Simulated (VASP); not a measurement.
Computed with PBEsol GGA, VASP's PBE PAW potentials (set 64) (plane waves; VASP).

The input files of a VASP run:

**INCAR**
```
! general
SYSTEM  = IrO2(110) slab
PREC    = Normal
ENCUT   = 450
LREAL   = Auto
LASPH   = .True.

! electronic loop
EDIFF   = 1E-6
NELM    = 100
NELMIN  = 4
ALGO    = Normal
LMAXMIX = 6

! smearing
ISMEAR  = 1
SIGMA   = 0.1

! functional
GGA     = PS

! output
LWAVE   = .False.
LCHARG  = .False.
LORBIT  = 11
LVHAR   = .True.

! other
LDIPOL  = .True.
IDIPOL  = 3
DIPOL   = 0.5 0.5 0.5
```

KPOINTS:
```
kpoints
0
Gamma
9 5 1
```

### POSCAR
```
IrO2(110) slab
1.0
  3.1624045166   0.0000000000   0.0000000000
  0.0000000000   6.3446134197   0.0000000000
  0.0000000000   0.0000000000  24.4713179437
O Ir
12 6
Cartesian
  0.0000000000   3.1723067098   7.8568650460
  0.0000000000   0.0000000000  11.0184199895
  1.5812022583   5.1404460771   8.9699478296
  1.5812022583   1.2041673426   8.9699478296
  3.1624045166   3.1723067098  10.2644935871
  0.0000000000   3.1723067098  14.2068243566
  1.5812022583   1.9590463803  12.2356589719
  1.5812022583   4.3855670394  12.2356589719
  0.0000000000   0.0000000000  13.4528979542
  1.5812022583   5.1404460771  15.5013701141
  1.5812022583   1.2041673426  15.5013701141
  0.0000000000   3.1723067098  16.6144528977
  0.0000000000   0.0000000000   9.0865423563
  1.5812022583   3.1723067098   9.0231019817
  0.0000000000   3.1723067098  12.2356589719
  1.5812022583   0.0000000000  12.2356589719
  0.0000000000   0.0000000000  15.3847755874
  1.5812022583   3.1723067098  15.4482159620
```

POTCAR, in this order: O Ir (PBE.64 set). Program: vasp_std. Read from the step before: WAVECAR.

Unless said otherwise, spin-orbit coupling is left out, though it shifts the bands of the heavy elements here.

Task: What does the run give for the energy per atom (σ→0), band gap (on the k-mesh)?

Result: 
The energy per atom (σ→0) is -7.359 eV/atom and the band gap (on the k-mesh) comes out as none (metal, semimetal or under 0.01 eV).

OSZICAR:
```
       N       E                     dE             d eps       ncg     rms          rms(c)
DAV:   1    -0.132458926276E+03   -0.13246E+03   -0.60458E-04  3940   0.154E-01    0.212E-01
DAV:   2    -0.132461169663E+03   -0.22434E-02   -0.82137E-03  3961   0.578E-01    0.704E-01
DAV:   3    -0.132458642326E+03    0.25273E-02   -0.42405E-03  3964   0.425E-01    0.110E-01
DAV:   4    -0.132458648623E+03   -0.62970E-05   -0.17255E-04  3377   0.706E-02    0.248E-02
DAV:   5    -0.132458656146E+03   -0.75229E-05   -0.21538E-05  3083   0.212E-02    0.178E-02
DAV:   6    -0.132458656291E+03   -0.14485E-06   -0.13653E-06  1620   0.842E-03
   1 F= -.13245866E+03 E0= -.13245451E+03  d E =-.124500E-01
```

The cell is a thin slab with vacuum, built from IrO2 (rutile): (110) face.
